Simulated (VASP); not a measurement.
A run of VASP 6.6.1:

Contents of INCAR:

```
PREC     = Accurate       # precision mode
ENCUT    = 520            # plane-wave cutoff, eV
EDIFF    = 1E-7           # SCF threshold, eV
ISMEAR   = 0              # smearing method
SIGMA    = 0.05           # smearing width, eV
LREAL    = False          # projectors in reciprocal space
LASPH    = True           # aspherical terms in the spheres
NELM     = 80             # most SCF steps
ALGO     = Fast           # electronic algorithm
ISIF     = 2              # what is computed and relaxed
LWAVE    = False          # write WAVECAR
LCHARG   = False          # write CHGCAR
GGA      = RP             # functional
IBRION   = 2              # ionic algorithm
NSW      = 60             # ionic steps
EDIFFG   = -0.005         # ionic threshold
```

KPOINTS

```
regular mesh
0
Gamma
  7 7 7
```

File POSCAR:

```
CuB
1.0
    4.0608500000      0.0000000000      0.0000000000
    0.0000000000      4.0608500000      0.0000000000
    0.0000000000      0.0000000000      4.0608500000
Cu B
3 3
Direct
    0.5000000000      0.0000000000      0.0000000000
    0.0000000000      0.5000000000      0.0000000000
    0.0000000000      0.0000000000      0.5000000000
    0.0000000000      0.5000000000      0.5000000000
    0.5000000000      0.0000000000      0.5000000000
    0.5000000000      0.5000000000      0.0000000000
```

Potentials or basis: VASP PAW PBE potentials, release 64 (Cu, B).

Command:

```bash
$ cat potpaw_PBE.64/Cu/POTCAR potpaw_PBE.64/B/POTCAR > POTCAR
$ mpirun -np 1 vasp_std > vasp.out
```

Hardware: 1 thread of Intel(R) Xeon(R) 6975P-C (Granite Rapids), on a shared host.

Task: How long does it take, and how much memory?

Result: It took 21 s on 1 thread of Intel(R) Xeon(R) 6975P-C (Granite Rapids) (shared host), peak memory 0.17 GiB. Counts: scf iterations 20, k points 20, ion steps 1.
